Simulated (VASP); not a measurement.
Method: HSE06 screened hybrid, VASP's PBE PAW potentials (set 64) (plane waves; VASP 6.6.1).

The input files of a VASP run:

**INCAR**
```
AEXX=0.25
ALGO=Normal
EDIFF=1E-6
ENCUT=500
GGA=PE
HFSCREEN=0.2
ISIF=2
ISMEAR=0
ISYM=3
LASPH=.True.
LCHARG=.False.
LHFCALC=.True.
LREAL=.False.
LWAVE=.False.
NELM=60
PREC=Accurate
PRECFOCK=Fast
SIGMA=0.05
SYSTEM=Li3NaCl4
```

File POSCAR:
```
Li3NaCl4
5.312730
  0.9999999580   0.0000000000   0.0000000000
  0.0000000000   0.9999999580   0.0000000000
  0.0000000000   0.0000000000   0.9999999580
Na Cl Li
1 4 3
Cartesian
  0.0000000000   0.0000000000   0.0000000000
  0.4999999790   0.4999999790   0.4999999790
  0.0000000000   0.0000000000   0.4999999790
  0.0000000000   0.4999999790   0.0000000000
  0.4999999790   0.0000000000   0.0000000000
  0.4999999790   0.4999999790   0.0000000000
  0.4999999790   0.0000000000   0.4999999790
  0.0000000000   0.4999999790   0.4999999790
```

KPOINTS:
```
Automatic mesh
0
Gamma
4 4 4
0 0 0
```

**KPOINTS_OPT**
```
named points and PBE's band edges
6
Reciprocal
  0.000000   0.000000   0.000000 1 ! GAMMA
  0.500000   0.500000   0.500000 1 ! R
  0.500000   0.500000   0.000000 1 ! M
  0.000000   0.500000   0.000000 1 ! X
  0.000000   0.035710   0.000000 1 ! near an edge
  0.035710   0.035710   0.035710 1 ! near an edge
```

POTCAR, in this order: Na_pv Cl Li_sv (PBE.64 set). Program: vasp_std. Read from the step before: WAVECAR.

Question: Predict the energy per atom (σ→0), band gap (over the mesh, the named points and PBE's band edges).

Answer: 
energy per atom (σ→0): -4.133 eV/atom
band gap (over the mesh, the named points and PBE's band edges): 7.18 eV

**OSZICAR**
```
...
DAV:   3    -0.330632626045E+02    0.33731E-03   -0.15580E-03   856   0.373E-01    0.335E-01
DAV:   4    -0.330630426047E+02    0.22000E-03   -0.24470E-04   736   0.124E-01    0.205E-01
DAV:   5    -0.330629936612E+02    0.48943E-04   -0.92229E-05   816   0.632E-02    0.125E-01
DAV:   6    -0.330629842083E+02    0.94529E-05   -0.21220E-05   816   0.325E-02    0.740E-02
DAV:   7    -0.330629824771E+02    0.17312E-05   -0.58970E-06   784   0.182E-02    0.431E-02
DAV:   8    -0.330629824185E+02    0.58554E-07   -0.18029E-06   552   0.109E-02
   1 F= -.33062982E+02 E0= -.33062982E+02  d E =-.288171E-14
       N       E                     dE             ncg
```

The structure was generated: Li3NaCl4 was put into an ordered model structure (Pm-3m), which need not be its known phase. It was relaxed first.
